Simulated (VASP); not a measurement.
Consider the following.

```
Mo2W
1.0
    0.00000     3.94004     3.94004
    3.94004     0.00000     3.94004
    3.94004     3.94004     0.00000
Mo W
4 2
Cartesian
  0.98501   0.98501   0.98501
  0.98501   2.95503   2.95503
  2.95503   0.98501   2.95503
  2.95503   2.95503   0.98501
  5.91006   5.91006   5.91006
  3.94004   3.94004   3.94004
```

These are PBE GGA, VASP's PBE PAW potentials (set 64) (plane waves; VASP) values and carry that method's errors. Run with 300 eV cut-off, 4×4×4 Γ-centred mesh, Fermi-Dirac smearing of 0.14 eV, potentials Mo_sv W_sv.

At this cut-off the stress carries a Pulay error, which pulls relaxed volumes low. Unless said otherwise, spin-orbit coupling is left out, though it shifts the bands of the heavy elements here.

### Question
What does the run give for the energy per atom (σ→0), pressure, band gap (on the k-mesh) with the smallest direct gap where there is one?

### Answer

```
Property                                                     Value
------------------------  ----------------------------------------
band gap (on the k-mesh)  none (metal, semimetal or under 0.01 eV)
energy per atom (σ→0)                              -10.711 eV/atom
pressure                                                -35.07 GPa
```

Total energies compare only between runs with the same potentials, cut-off and functional.

The structure was generated: Mo2W was put into an ordered model structure, which need not be its known phase. The cell was not relaxed at this level. The k-mesh is coarse (spacing up to 0.35 per Å, 2π included), so the numbers may not be converged in it.
